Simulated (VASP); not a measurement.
An input for Quantum ESPRESSO's pw.x (written as the equivalent of a VASP run, and not itself run):

```
&CONTROL
  calculation = 'scf'
  pseudo_dir = './pseudo'
  outdir = './out'
  tprnfor = .true.
  tstress = .true.
/
&SYSTEM
  ibrav = 0
  nat = 2
  ntyp = 2
  ecutwfc = 44
  occupations = 'tetrahedra'
  input_dft = 'vdw-df-ob86'
/
&ELECTRONS
  conv_thr = 7.3e-09
  electron_maxstep = 100
/
ATOMIC_SPECIES
  Al 26.982 Al.upf
  P 30.974 P.upf
CELL_PARAMETERS angstrom
     0.0000000    2.7443268    2.7443268
     2.7443268    0.0000000    2.7443268
     2.7443268    2.7443268   -0.0000000
ATOMIC_POSITIONS crystal
  Al   0.0000000  0.0000000  0.0000000
  P    0.2500000  0.2500000  0.2500000
K_POINTS automatic
  9 9 9 0 0 0
```

Question: Write the VASP files for the same calculation (optB86b-vdW).

Answer: Several could match; the one computed here: 
File KPOINTS:
```
Automatic mesh
0
Gamma
9 9 9
0 0 0
```

### POSCAR
```
AlP
1
    0.0000000000     2.7443268046     2.7443268046
    2.7443268046     0.0000000000     2.7443268046
    2.7443268046     2.7443268046    -0.0000000000
Al P
1 1
Direct
  0.0000000000   0.0000000000   0.0000000000
  0.2500000000   0.2500000000   0.2500000000
```

### INCAR
```
! general
SYSTEM   = AlP
PREC     = Accurate
ENCUT    = 520
LREAL    = .False.
LASPH    = .True.

! electronic loop
EDIFF    = 1E-7
NELM     = 100
ALGO     = Normal

! smearing
ISMEAR   = -5

! functional
GGA      = MK
LUSE_VDW = .True.
AGGAC    = 0.0
PARAM1   = 0.1234
PARAM2   = 1.0

! ions
ISIF     = 2

! output
LWAVE    = .False.
LCHARG   = .True.
LORBIT   = 11
NEDOS    = 601
```

POTCAR, in this order: Al P (PBE.64 set). Program: vasp_std.

Limits of the translation: the potentials are each code's own (VASP's PAW set, PseudoDojo norm-conserving files in pw.x), so ENCUT and ecutwfc are chosen apart and not converted; conv_thr bounds pw.x's estimated SCF error, while EDIFF bounds the energy change between steps.

The compound is AlP in the zinc blende structure. It was relaxed first.
